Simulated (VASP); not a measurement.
# Ga8Sb3P5 (R3m) in VASP: single point with PBEsol

Aim: the single point of Ga8Sb3P5 with PBEsol.

All numbers are computed with VASP 6.6.1; they aren't measurements. Logs are shortened: lines on timing, memory, paths and dates and some standing lists are left out, and cuts for length are marked.

### 1 The crystal as given

Symmetry: R3m, No. 160, trigonal system. The conventional cell has a = 8.048 Å, b = 8.048 Å, c = 19.782 Å, α = 90.00°, β = 90.00°, γ = 120.00°. Around Ga (site symmetry m) lie 3 P at 2.42 to 2.43 Å and 1 Sb at 2.60 Å. Around Ga (site symmetry 3m) lie 1 P at 2.32 Å and 3 Sb at 2.53 Å. Ga (site symmetry m) is surrounded by 2 P at 2.37 Å and 2 Sb at 2.57 Å. Ga (site symmetry 3m) is surrounded by 4 P at 2.47 to 2.50 Å. Sb (site symmetry m) is surrounded by 4 Ga at 2.53 to 2.60 Å. P (site symmetry 3m) has 4 Ga at 2.32 to 2.43 Å as nearest neighbours. P (site symmetry m) has 4 Ga at 2.37 to 2.47 Å as nearest neighbours. P (site symmetry 3m) has 4 Ga at 2.37 to 2.50 Å as nearest neighbours.

The cell was built by a generator and needn't be a form met in nature.

### 2 Single point, PBEsol

File INCAR:

```
ALGO = Fast ; EDIFF = 1E-6
ENCUT = 520 ; GGA = PS
ISIF = 2 ; ISMEAR = 0
LASPH = True ; LCHARG = False
LREAL = Auto ; LWAVE = False
NBANDS = 86 ; NELM = 100
PREC = Accurate ; SIGMA = 0.01
```

File KPOINTS:

```
k-points
0
Gamma
  4 4 4
```

File POSCAR:

```
Ga8Sb3P5
1.0
    0.0132285926      5.7040481373      5.7040481373
    5.7040481373      0.0132285926      5.7040481373
    5.7040481373      5.7040481373      0.0132285926
Ga Sb P
8 3 5
Direct
   -0.0077561409     -0.0077561409     -0.0049810317
    0.0085849660      0.0085849660      0.5085849660
   -0.0146013944      0.5146872948      0.0146872948
   -0.0077561409      0.4950189683      0.4922438591
    0.5146872948     -0.0146013944      0.0146872948
    0.4950189683     -0.0077561409      0.4922438591
    0.4988784373      0.4988784373     -0.0011215627
    0.5146872948      0.5146872948      0.4853986056
    0.1248497945      0.1248497945      0.1240423107
    0.1248497945      0.6240423107      0.6248497945
    0.6240423107      0.1248497945      0.6248497945
    0.1259899612      0.1259899612      0.6259899612
    0.1231378178      0.6251622687      0.1251622687
    0.6251622687      0.1231378178      0.1251622687
    0.6250624989      0.6250624989      0.1250624989
    0.6251622687      0.6251622687      0.6231378178
```

Potentials or basis: VASP PAW PBE potentials, release 64 (Ga_d, Sb, P).

The run is started by

```bash
$ cat potpaw_PBE.64/Ga_d/POTCAR potpaw_PBE.64/Sb/POTCAR potpaw_PBE.64/P/POTCAR > POTCAR
$ mpirun -np 1 vasp_std > vasp.out
```

OUTCAR:

```text
EDIFF = 1E-6
   ENCUT = 520
   GGA = PS
   ISIF = 2
   ISMEAR = 0
   LASPH = True
   LREAL = Auto
   NELM = 100
   PREC = Accurate

 ion  position               nearest neighbor table
   1  0.992  0.992  0.995-  13 2.42  14 2.42  12 2.43   9 2.60
   2  0.009  0.009  0.509-  12 2.32  10 2.53  11 2.53   9 2.53
   3  0.985  0.515  0.015-  13 2.37  15 2.37   9 2.57  10 2.57
   4  0.992  0.495  0.492-  13 2.42  16 2.42  12 2.43  10 2.60
   5  0.515  0.985  0.015-  14 2.37  15 2.37   9 2.57  11 2.57
   6  0.495  0.992  0.492-  14 2.42  16 2.42  12 2.43  11 2.60
[... 8 lines left out ...]
  15  0.625  0.625  0.125-   3 2.37   5 2.37   8 2.37   7 2.50
  16  0.625  0.625  0.623-   8 2.37   6 2.42   4 2.42   7 2.47

  LATTYP: Found a trigonal (rhomboedric) cell.
 ALAT       =     8.0667530829
 COS(alpha) =     0.5023178078

  Lattice vectors:

 A1 = (   0.0132285926,   5.7040481373,   5.7040481373)
 A2 = (   5.7040481373,   0.0132285926,   5.7040481373)
 A3 = (   5.7040481373,   5.7040481373,   0.0132285926)

Analysis of symmetry for initial positions (statically):
=====================================================================
 Subroutine PRICEL returns:
 Original cell was already a primitive cell.

 Routine SETGRP: Setting up the symmetry group for a
 trigonal (rhombohedral) supercell.

 Subroutine GETGRP returns: Found  6 space group operations
 (whereof  2 operations were pure point group operations)
 out of a pool of 12 trial point group operations.

The static configuration has the point symmetry C_1h.
 The point group associated with its full space group is C_3v.

Analysis of symmetry for dynamics (positions and initial velocities):
=====================================================================
 Subroutine PRICEL returns:
 Original cell was already a primitive cell.

 Routine SETGRP: Setting up the symmetry group for a
 trigonal (rhombohedral) supercell.

 Subroutine GETGRP returns: Found  6 space group operations
 (whereof  2 operations were pure point group operations)
 out of a pool of 12 trial point group operations.

The dynamic configuration has the point symmetry C_1h.
 The point group associated with its full space group is C_3v.

 Subroutine INISYM returns: Found  6 space group operations
 (whereof  2 operations are pure point group operations),
 and found     1 'primitive' translations

----------------------------------------------------------------------------------------
[... 115 lines left out ...]
   ISIF   =      2    stress and relaxation
   ISYM   =      2    0-nonsym 1-usesym 2-fastsym
   POTIM  = 0.5000    time-step for ionic-motion
   TEBEG  =    0.0;   TEEND  =   0.0 temperature during run
   PSTRESS=    0.0 pullay stress
   NELECT =     144.0000    total number of electrons
   NUPDOWN=      -1.0000    fix difference up-down
   EMIN   =  10.00;   EMAX   =-10.00  energy-range for DOS
   EFERMI =   0.00;   METHOD = LEGACY
   ISMEAR =     0;   SIGMA  =   0.01  broadening in eV -4-tet -1-fermi 0-gaus
   EFERMI_NEDOS =   21; number of points for ismear=-14 and -15
   IALGO  =     68    algorithm
   IMIX   =      4    mixing-type and parameters
     AMIX     =   0.40;   BMIX     =  1.00
     AMIX_MAG =   1.60;   BMIX_MAG =  1.00
  volume/ion in A,a.u.               =      23.12       156.01
  Fermi-wavevector in a.u.,A,eV,Ry     =   1.195383  2.258946 19.441905  1.428940
  Thomas-Fermi vector in A             =   2.331349
   LORBIT       =      0    0 simple, 1 ext, 2 COOP (PROOUT), +10 PAW based schemes
   GGA     = PS    functional components
   LHFCALC =     F    Hartree Fock is set to
   AEXX    =    0.0000 exact exchange contribution
   IVDW    =     0    specifies the selected vdW correction
   LEPSILON=     F    determine dielectric tensor
   LRPA    =     F    only Hartree local field effects (RPA)
 non-spin polarized calculation
 RMM-DIIS sequential band-by-band and
 Gauss-broadening in eV      SIGMA  =   0.01
  energy-cutoff  :      520.00
  volume of cell :      369.88
 maximum number of plane-waves:      9980
   NGX = 29   NGY = 29   NGZ = 29

 number of electron     143.9999986 magnetization

 Free energy of the ion-electron system (eV)
  ---------------------------------------------------
  ext. energy  EPLUGINS =         0.00000000
  ---------------------------------------------------
  free energy    TOTEN  =       -72.78664344 eV

  energy without entropy =      -72.78646713  energy(sigma->0) =      -72.78655528

 E-fermi :   5.2065     XC(G=0):  -9.7434

 val. band max:        5.2064761637   @ k =   0.0000   0.0000   0.0000
 cond. band min:       5.2064761658   @ k =   0.0000   0.0000   0.0000
 fundamental gap:      0.0000000021
 Fermi energy:         5.2064761648

 k-point     1 :       0.0000    0.0000    0.0000
  band No.  band energies     occupation
      1     -10.3422      2.00000
      2     -10.3422      2.00000
      3     -10.3347      2.00000
      4     -10.2705      2.00000
      5     -10.2705      2.00000
      6     -10.1881      2.00000
[... 1120 lines left out ...]
     83       8.7741      0.00000
     84       8.9346      0.00000
 [bands above 84 left out]

------------------------ aborting loop because EDIFF is reached ----------------------------------------

  FORCE on cell =-STRESS in cart. coord.  units (eV):
  Direction    XX          YY          ZZ          XY          YZ          ZX
  --------------------------------------------------------------------------------------
  -------------------------------------------------------------------------------------
  Total        0.1209567      0.1209567      0.1209567     -0.0084351     -0.0084351     -0.0084351
  in kB        0.5239313      0.5239313      0.5239313     -0.0365371     -0.0365371     -0.0365371
  external PRESSURE =       0.5239313 kB  Pullay stress =       0.0000000 kB

 VOLUME and BASIS-vectors are now :
 -----------------------------------------------------------------------------
  energy-cutoff  :      520.00
  volume of cell :      369.88
      direct lattice vectors                 reciprocal lattice vectors
     0.013228593  5.704048137  5.704048137    -0.087962571  0.087759044  0.087759044
     5.704048137  0.013228593  5.704048137     0.087759044 -0.087962571  0.087759044
     5.704048137  5.704048137  0.013228593     0.087759044  0.087759044 -0.087962571

 POSITION                                       TOTAL-FORCE (eV/Angst)
 -----------------------------------------------------------------------------------
     11.34857     11.34857     11.33278        -0.004618     -0.004618     -0.010177
      2.95008      2.95008      0.10467         0.016212      0.016212      0.016212
      3.03261      5.71135      8.55676         0.016906     -0.001968     -0.001968
      5.64452      8.47414      8.48993        -0.004618     -0.010177     -0.004618
      5.71135      3.03261      8.55676        -0.001968      0.016906     -0.001968
      8.47414      5.64452      8.48993        -0.010177     -0.004618     -0.004618
[... 8 lines left out ...]
      4.28702      4.28702      7.13243         0.002558      0.002558      0.002558
      7.12863      7.12863      7.14015        -0.001449     -0.001449     -0.002605
 -----------------------------------------------------------------------------------
    total drift:                               -0.008231     -0.008231     -0.008231

  FREE ENERGIE OF THE ION-ELECTRON SYSTEM (eV)
  ---------------------------------------------------
  free  energy   TOTEN  =       -72.7866434360 eV

  energy  without entropy=      -72.7864671267  energy(sigma->0) =      -72.78655528
```

OSZICAR:

```text
N       E                     dE             d eps       ncg     rms          rms(c)
DAV:   1     0.149289586321E+04    0.14929E+04   -0.61315E+04  2408   0.235E+03
DAV:   2     0.253134729199E+03   -0.12398E+04   -0.11979E+04  2300   0.671E+02
DAV:   3    -0.464023087270E+02   -0.29954E+03   -0.28286E+03  2754   0.215E+02
DAV:   4    -0.726141751110E+02   -0.26212E+02   -0.25649E+02  2594   0.625E+01
DAV:   5    -0.745148483417E+02   -0.19007E+01   -0.18886E+01  3264   0.167E+01    0.107E+01
RMM:   6    -0.730421741606E+02    0.14727E+01   -0.29580E+00  3057   0.718E+00    0.630E+00
RMM:   7    -0.728141768131E+02    0.22800E+00   -0.19118E+00  3055   0.350E+00    0.199E+00
RMM:   8    -0.727809615542E+02    0.33215E-01   -0.23446E-01  3069   0.225E+00    0.433E-01
RMM:   9    -0.727853983245E+02   -0.44368E-02   -0.57173E-02  3522   0.965E-01    0.283E-01
RMM:  10    -0.727862331546E+02   -0.83483E-03   -0.10118E-02  3730   0.383E-01    0.243E-01
RMM:  11    -0.727866052015E+02   -0.37205E-03   -0.26420E-03  3309   0.211E-01    0.394E-02
RMM:  12    -0.727866267810E+02   -0.21580E-04   -0.74066E-04  3413   0.104E-01    0.293E-02
RMM:  13    -0.727866302472E+02   -0.34662E-05   -0.25692E-04  3380   0.601E-02    0.112E-02
RMM:  14    -0.727866399186E+02   -0.96714E-05   -0.91167E-05  3446   0.306E-02    0.656E-03
RMM:  15    -0.727866421202E+02   -0.22016E-05   -0.29683E-05  2941   0.157E-02    0.189E-03
RMM:  16    -0.727866430868E+02   -0.96658E-06   -0.10480E-05  2061   0.894E-03    0.188E-03
RMM:  17    -0.727866434360E+02   -0.34918E-06   -0.44435E-06  1827   0.636E-03
   1 F= -.72786643E+02 E0= -.72786555E+02  d E =-.176309E-03
```

stdout:

```text
POSCAR found type information on POSCAR GaSbP
 POSCAR found :  3 types and      16 ions
 scaLAPACK will be used
 -----------------------------------------------------------------------------
|                                                                             |
|                                                                             |
|     You enforced a specific xc type in the INCAR file but a different       |
|     I HOPE YOU KNOW WHAT YOU ARE DOING!                                     |
|                                                                             |
 -----------------------------------------------------------------------------

 LDA part: xc-table for (Slater+PW92), standard interpolation
 POSCAR, INCAR and KPOINTS ok, starting setup
 FFT: planning ... GRIDC
 FFT: planning ... GRID_SOFT
 FFT: planning ... GRID
 WAVECAR not read
 entering main loop
```

Run time: 12 min. Hardware: 1 thread of Intel Xeon Platinum 8488C (Sapphire Rapids), shared host; peak memory 0.63 GiB.

Results:

| Property | Result |
| --- | --- |
| Free energy | -72.7866 eV |
| Pressure | 0.1 GPa |
| Largest force | 0.028 eV/Å |
| Band gap on the k mesh | none (metal or under the smearing width) |

Forces in eV/Å, atoms in the order of the input:
```
Ga  -0.005 -0.005 -0.010
Ga   0.016  0.016  0.016
Ga   0.017 -0.002 -0.002
Ga  -0.005 -0.010 -0.005
Ga  -0.002  0.017 -0.002
Ga  -0.010 -0.005 -0.005
Ga  -0.002 -0.002 -0.002
Ga  -0.002 -0.002  0.017
Sb  -0.004 -0.004  0.002
Sb  -0.004  0.002 -0.004
Sb   0.002 -0.004 -0.004
P    0.000  0.000  0.000
P   -0.003 -0.001 -0.001
P   -0.001 -0.003 -0.001
P    0.003  0.003  0.003
P   -0.001 -0.001 -0.003
```

Caveat: the PAW data sets were made with another functional, which shifts forces and pressure a little. Spin-orbit coupling is left out, which matters for the levels of Sb.
